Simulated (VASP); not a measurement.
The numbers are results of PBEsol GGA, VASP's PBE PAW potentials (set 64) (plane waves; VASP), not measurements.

The input files of a VASP run:

**INCAR**
```
PREC  =  Accurate
LCHARG  =  .FALSE.
NELM  =  100   ! most electronic steps
ICHARG  =  11   ! fixed density
EDIFF  =  1E-7   ! SCF stop (eV)
LREAL  =  .FALSE.   ! projection in real space or not
LORBIT  =  11
SYSTEM  =  SnGeSe2
LASPH  =  .TRUE.   ! aspherical one-centre terms
LWAVE  =  .FALSE.
ISMEAR  =  0   ! Gaussian
GGA  =  PS   ! PBEsol
LMAXMIX  =  4
ENCUT  =  400
SIGMA  =  0.05   ! width (eV)
ALGO  =  Normal   ! blocked Davidson
```

KPOINTS:
```
k-points along high-symmetry lines
7
Line-mode
Reciprocal
  0.000000   0.000000   0.000000 ! GAMMA
  0.500000   0.000000   0.000000 ! X

  0.500000   0.000000   0.000000 ! X
  0.500000   0.500000   0.000000 ! S

  0.500000   0.500000   0.000000 ! S
  0.000000   0.500000   0.000000 ! Y

  0.000000   0.500000   0.000000 ! Y
  0.000000   0.000000   0.000000 ! GAMMA

  0.000000   0.000000   0.000000 ! GAMMA
  0.000000   0.000000   0.500000 ! Z

  0.000000   0.000000   0.500000 ! Z
  0.500000   0.000000   0.500000 ! U

  0.500000   0.000000   0.500000 ! U
  0.500000   0.500000   0.500000 ! R

  0.500000   0.500000   0.500000 ! R
  0.000000   0.500000   0.500000 ! T

  0.000000   0.500000   0.500000 ! T
  0.000000   0.000000   0.500000 ! Z

  0.500000   0.000000   0.000000 ! X
  0.500000   0.000000   0.500000 ! U

  0.000000   0.500000   0.000000 ! Y
  0.000000   0.500000   0.500000 ! T

  0.500000   0.500000   0.000000 ! S
  0.500000   0.500000   0.500000 ! R
```

### POSCAR
```
SnGeSe2
1
    3.9848397678     0.0000000000     0.0000000000
    0.0000000000     4.3378219045     0.0000000000
    0.0000000000     0.0000000000    11.0999585807
Sn Ge Se
2 2 4
Direct
  0.5000000000   0.3461357077   0.3910446973
  0.5000000000   0.6538642923   0.8910446973
  0.0000000000   0.1359006843   0.6229651588
  0.0000000000   0.8640993157   0.1229651588
  0.0000000000   0.2208864565   0.8480348738
  0.0000000000   0.7791135435   0.3480348738
  0.5000000000   0.2490978870   0.1379552701
  0.5000000000   0.7509021130   0.6379552701
```

POTCAR, in this order: Sn_d Ge_d Se (PBE.64 set). Program: vasp_std. Read from the step before: CHGCAR.

Output

OSZICAR:
```
       N       E                     dE             d eps       ncg     rms          rms(c)
DAV:   1     0.809404340314E+03    0.80940E+03   -0.32378E+04  9800   0.259E+03
DAV:   2     0.129340933706E+03   -0.68006E+03   -0.65538E+03  8072   0.786E+02
DAV:   3    -0.239876542569E+02   -0.15333E+03   -0.14702E+03  9416   0.221E+02
DAV:   4    -0.354574931450E+02   -0.11470E+02   -0.11340E+02  9568   0.686E+01
DAV:   5    -0.358011432196E+02   -0.34365E+00   -0.34309E+00  9488   0.122E+01
DAV:   6    -0.358124684199E+02   -0.11325E-01   -0.11322E-01 10848   0.196E+00
DAV:   7    -0.358128447385E+02   -0.37632E-03   -0.37631E-03 11368   0.320E-01
DAV:   8    -0.358128490584E+02   -0.43199E-05   -0.43202E-05 11104   0.343E-02
DAV:   9    -0.358128492037E+02   -0.14531E-06   -0.14572E-06 10120   0.581E-03
DAV:  10    -0.358128492074E+02   -0.37235E-08   -0.35725E-08  5992   0.102E-03
   1 F= -.35812849E+02 E0= -.35812849E+02  d E =-.134639E-10
```

### OUTCAR
```
 val. band max:        5.2414024384   @ k =   0.0000   0.3333   0.0000

 cond. band min:       5.6712436291   @ k =   0.0000   0.0000   0.0000



 k-point     1 :       0.0000    0.0000    0.0000
  band No.  band energies     occupation
      1     -19.3654      2.00000
      2     -19.3653      2.00000
      3     -19.3650      2.00000
      4     -19.3649      2.00000
      5     -19.3394      2.00000
      6     -19.3390      2.00000
      7     -19.3250      2.00000
      8     -19.3249      2.00000
      9     -19.3150      2.00000
     10     -19.3149      2.00000
     11     -16.0520      2.00000
     12     -16.0507      2.00000
     13     -16.0330      2.00000
     14     -16.0329      2.00000
     15     -16.0225      2.00000
     16     -16.0216      2.00000
     17     -16.0053      2.00000
     18     -16.0050      2.00000
     19     -15.9952      2.00000
     20     -15.9950      2.00000
     21      -9.1329      2.00000
     22      -8.7100      2.00000
     23      -7.9057      2.00000
     24      -7.2569      2.00000
     25      -2.5780      2.00000
     26      -1.7844      2.00000
     27      -0.7791      2.00000
     28      -0.0286      2.00000
     29       0.3539      2.00000
     30       1.5777      2.00000
     31       1.5986      2.00000
     32       1.6450      2.00000
     33       1.9929      2.00000
     34       2.1752      2.00000
     35       2.8829      2.00000
     36       3.3021      2.00000
     37       3.6743      2.00000
     38       3.8650      2.00000
     39       4.4779      2.00000
     40       4.7977      2.00000
     41       5.6712      0.00000
     42       7.4578      0.00000
     43       7.6646      0.00000
     44       8.3603      0.00000
     45       8.7138      0.00000
     46       8.7188      0.00000
     47       9.0588      0.00000
     48       9.6259      0.00000

 k-point     2 :       0.0833    0.0000    0.0000
  band No.  band energies     occupation
      1     -19.3656      2.00000
...
```

The density is held fixed in this step, so its total energy and stress have no physical meaning. Without a dispersion term in the relaxation, distances and binding between the weakly bound layers, chains or molecules are unreliable, and so is what depends on them. Unless said otherwise, spin-orbit coupling is left out, though it shifts the bands of the heavy elements here.

The structure comes from a computed database's SnGeSe2 entry (Pmc2_1); how it stands against other phases isn't given here. It was relaxed first, which changed the volume by -9 %.
